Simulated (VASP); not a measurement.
All values below come from PBE GGA, VASP's PBE PAW potentials (set 64) (plane waves; VASP 6.6.1).

A VASP calculation is set up with these files.

### KPOINTS
```
k-points along high-symmetry lines
15
Line-mode
Reciprocal
  0.000000   0.000000   0.000000 ! GAMMA
  0.500000   0.000000   0.500000 ! X

  0.500000   0.000000   0.500000 ! X
  0.625000   0.250000   0.625000 ! U

  0.375000   0.375000   0.750000 ! K
  0.000000   0.000000   0.000000 ! GAMMA

  0.000000   0.000000   0.000000 ! GAMMA
  0.500000   0.500000   0.500000 ! L

  0.500000   0.500000   0.500000 ! L
  0.500000   0.250000   0.750000 ! W

  0.500000   0.250000   0.750000 ! W
  0.500000   0.000000   0.500000 ! X
```

**INCAR**
```
SYSTEM = KI
PREC = Accurate; ENCUT = 520; LREAL = F
LASPH = T; ICHARG = 11
EDIFF = 1E-7; NELM = 100; ALGO = Normal
LMAXMIX = 4
ISMEAR = 0; SIGMA = 0.05
GGA = PE
LWAVE = F; LCHARG = F; LORBIT = 11
```

### POSCAR
```
KI
1
    0.0000000000     3.5937350754     3.5937350754
    3.5937350754     0.0000000000     3.5937350754
    3.5937350754     3.5937350754     0.0000000000
K I
1 1
Direct
  0.0000000000   0.0000000000   0.0000000000
  0.5000000000   0.5000000000   0.5000000000
```

POTCAR, in this order: K_sv I (PBE.64 set). Program: vasp_std. Read from the step before: CHGCAR.

The run wrote:

OSZICAR:
```
       N       E                     dE             d eps       ncg     rms          rms(c)
DAV:   1     0.953230900065E+02    0.95323E+02   -0.66496E+03  2160   0.113E+03
DAV:   2     0.142406969689E+01   -0.93899E+02   -0.87528E+02  2540   0.246E+02
DAV:   3    -0.486249926946E+01   -0.62866E+01   -0.62518E+01  2784   0.594E+01
DAV:   4    -0.521593597338E+01   -0.35344E+00   -0.35313E+00  4008   0.120E+01
DAV:   5    -0.521770741155E+01   -0.17714E-02   -0.17714E-02  2732   0.893E-01
DAV:   6    -0.521775161919E+01   -0.44208E-04   -0.44207E-04  3144   0.111E-01
DAV:   7    -0.521775260531E+01   -0.98612E-06   -0.98611E-06  3252   0.173E-02
DAV:   8    -0.521775262618E+01   -0.20871E-07   -0.20914E-07  2668   0.240E-03
   1 F= -.52177526E+01 E0= -.52177526E+01  d E =-.570015E-11
```

OUTCAR:
```
 val. band max:       -0.6719337228   @ k =   0.0000   0.0000   0.0000

 cond. band min:       3.1754286113   @ k =   0.0000   0.0000   0.0000



 k-point     1 :       0.0000    0.0000    0.0000
  band No.  band energies     occupation
      1     -29.2683      2.00000
      2     -12.7497      2.00000
      3     -12.7497      2.00000
      4     -12.7497      2.00000
      5     -11.1009      2.00000
      6      -0.6719      2.00000
      7      -0.6719      2.00000
      8      -0.6719      2.00000
      9       3.1754      0.00000
     10       5.8403      0.00000
     11       5.8403      0.00000
     12       5.8403      0.00000

 k-point     2 :       0.0357    0.0000    0.0357
  band No.  band energies     occupation
      1     -29.2683      2.00000
      2     -12.7514      2.00000
      3     -12.7499      2.00000
      4     -12.7499      2.00000
      5     -11.0972      2.00000
      6      -0.7005      2.00000
      7      -0.6772      2.00000
      8      -0.6772      2.00000
      9       3.2186      0.00000
     10       5.8058      0.00000
     11       5.8696      0.00000
     12       5.8699      0.00000

 k-point     3 :       0.0714    0.0000    0.0714
  band No.  band energies     occupation
      1     -29.2682      2.00000
      2     -12.7562      2.00000
      3     -12.7504      2.00000
      4     -12.7504      2.00000
      5     -11.0865      2.00000
      6      -0.7799      2.00000
      7      -0.6926      2.00000
      8      -0.6926      2.00000
      9       3.3409      0.00000
     10       5.7100      0.00000
     11       5.9568      0.00000
     12       5.9568      0.00000

 k-point     4 :       0.1071    0.0000    0.1071
  band No.  band energies     occupation
      1     -29.2681      2.00000
      2     -12.7632      2.00000
      3     -12.7513      2.00000
      4     -12.7513      2.00000
      5     -11.0703      2.00000
      6      -0.8946      2.00000
      7      -0.7168      2.00000
...
```

The density is held fixed in this step, so its total energy and stress have no physical meaning. Unless said otherwise, spin-orbit coupling is left out, though it shifts the bands of the heavy elements here.

The compound is KI in the rock salt structure. It was relaxed first, which changed the volume by +5 %.
